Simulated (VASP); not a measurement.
Data:

```
CsI
1.0
    4.57000     0.00000     0.00000
    0.00000     4.57000     0.00000
    0.00000     0.00000     4.57000
Cs I
1 1
Direct
  0.00000   0.00000   0.00000
  0.50000   0.50000   0.50000
```

The numbers are results of rev-vdW-DF2, VASP's PBE PAW potentials (set 64) (plane waves; VASP), not measurements. Settings: 520 eV cut-off, 5×5×5 Γ-centred mesh, Gaussian smearing of 0.050 eV, potentials Cs_sv I.

Energy and stress use the plane-wave basis of the starting cell.

Task: The ions, cell shape and volume are relaxed. Give the cell that the relaxation ends in.

Result: 
```
CsI
1.0
    4.53840     0.00000     0.00000
    0.00000     4.53840     0.00000
    0.00000     0.00000     4.53840
Cs I
1 1
Direct
  0.00000   0.00000   0.00000
  0.50000   0.50000   0.50000
```
Space group Pm-3m (221), at a tolerance of 0.03 Å.

Task: How do energy and volume change from the first to the last step?

Result: The energy (σ→0) changes by -0.6 meV/atom and the volume by -2.1 %, in 3 ionic steps.

| step | E(σ→0) (eV) | max force (eV/Å) | pressure (GPa) | volume (Å³) |
|---|---|---|---|---|
| 1 | -1.2881 | 0.000 | -0.23 | 95.44 |
| 2 | -1.2891 | 0.000 | -0.11 | 94.49 |
| 3 | -1.2894 | 0.000 | 0.03 | 93.48 |

The compound is CsI in the CsCl type structure. This run relaxes it. Symmetry was kept, so distortions that lower it aren't found.
